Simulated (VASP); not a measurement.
CsLi3O2:

```
Cs Li O
1.0
     6.01603    0.00000    0.00000
    -3.00802    5.21004    0.00000
     0.00000    0.00000    3.15643
Cs Li O
1 3 2
Direct
  0.00000 0.00000 0.50000
  0.00000 0.50000 0.00000
  0.50000 0.50000 0.00000
  0.50000 0.00000 0.00000
  0.66667 0.33333 0.50000
  0.33333 0.66667 0.50000
```

The cell was built by a generator and needn't be a form met in nature.

```yaml
Program: VASP 6.6.1
Task: relaxation of cell and atoms
Functional: LDA
Potentials_or_basis: VASP PAW LDA potentials, release 64 (Cs_sv, Li_sv, O)
Cutoff: 600 eV
k_mesh: 5 × 5 × 8
Occupations: gaussian, width 0.05 eV
Spin: no spin polarisation
```

At the start: pressure -9.9 GPa; volume 16.49 Å³/atom.

Task: Where does the relaxation end?

Result: Over 7 steps the energy falls by 210.9 meV/atom and the volume is 11.94 Å³/atom (-27.6 %); space group P6/mmm (No. 191, to 0.05 Å).

The path:
```tsv
step	energy change (eV)	largest force (eV/Å)	pressure (GPa)	volume (Å³)
1	0.0000	0.0000	-9.85	98.93
2	-0.8494	0.0000	-7.33	85.08
3	-1.2369	0.0000	-2.10	74.40
4	-1.2610	0.0000	1.11	70.54
5	-1.2630	0.0000	0.27	71.43
6	-1.2654	0.0000	-0.14	71.66
7	-1.2656	0.0000	-0.07	71.61
```

Final structure:
```
Cs Li O
1.0
     5.25172    0.00000    0.00000
    -2.62586    4.54812    0.00000
     0.00000    0.00000    2.99824
Cs Li O
1 3 2
Cartesian
  0.0000 0.0000 1.4991
  -1.3129 2.2741 0.0000
  1.3129 2.2741 0.0000
  2.6259 0.0000 0.0000
  2.6259 1.5160 1.4991
  0.0000 3.0321 1.4991
```

Caveat: the cutoff is under 1.25 times the usual one of these potentials, so pressure, stress and relaxed cells hold a basis-set (Pulay) error; the volume moved by over 15 % at a fixed basis, so the end points are rough.
